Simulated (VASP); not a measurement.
Input for VASP

### POSCAR
```
HgI2
1
    0.0000000000     3.7527904911     3.7527904911
    3.7527904911     0.0000000000     3.7527904911
    3.7527904911     3.7527904911    -0.0000000000
Hg I
1 2
Direct
  0.0000000000   0.0000000000   0.0000000000
  0.2500000000   0.2500000000   0.2500000000
  0.7500000000   0.7500000000   0.7500000000
```

KPOINTS:
```
Automatic mesh
0
Gamma
7 7 7
0 0 0
```

### INCAR
```
# general
SYSTEM =HgI2
PREC   =Accurate
ENCUT  =400
LREAL  =.FALSE.
LASPH  =.TRUE.

# electronic loop
EDIFF  =1E-6
NELM   =100
ALGO   =Normal
LMAXMIX=6

# smearing
ISMEAR =1
SIGMA  =0.1

# functional
GGA    =PS

# ions
IBRION =2
NSW    =60
ISIF   =3
EDIFFG =-0.02

# output
LWAVE  =.FALSE.
LCHARG =.FALSE.
```

POTCAR, in this order: Hg I (PBE.64 set). Program: vasp_std.

Problem. Write an equivalent input for Ansatz.

Solution. One equivalent input (not run):
Ansatz 0.2 input:
```yaml
crystal:
  lattice:
    - [0.0000000, 3.7527905, 3.7527905]
    - [3.7527905, 0.0000000, 3.7527905]
    - [3.7527905, 3.7527905, 0.0000000]
  atoms:
    - { symbol: Hg, position: [0.0000000, 0.0000000, 0.0000000] }
    - { symbol: I, position: [0.2500000, 0.2500000, 0.2500000] }
    - { symbol: I, position: [0.7500000, 0.7500000, 0.7500000] }
kpoints:
  mp_grid: { grid: [7, 7, 7] }
hamiltonian:
  xc: pbesol
  pseudopotentials: { kind: paw }
scf:
  occupations: { method: methfessel_paxton, width: 0.1 }
  max_iter: 100
relax:
  max_steps: 60
  f_tol: 0.02
  cell: {}
output: { forces: true, stress: true, eigenvalues: true }
```
What does not carry over: each code has its own PAW files, so the cut-off isn't converted (ENCUT is set for VASP's; basis.ecutwfc is left out, and Ansatz then takes the one that its files recommend); Ansatz stops its SCF on the density residual and VASP on the energy change (EDIFF).

The structure was generated: HgI2 was put into the fluorite type (Fm-3m), which need not be its known phase. This run relaxes it. Symmetry was kept, so distortions that lower it aren't found. The start is the result of an earlier pass.
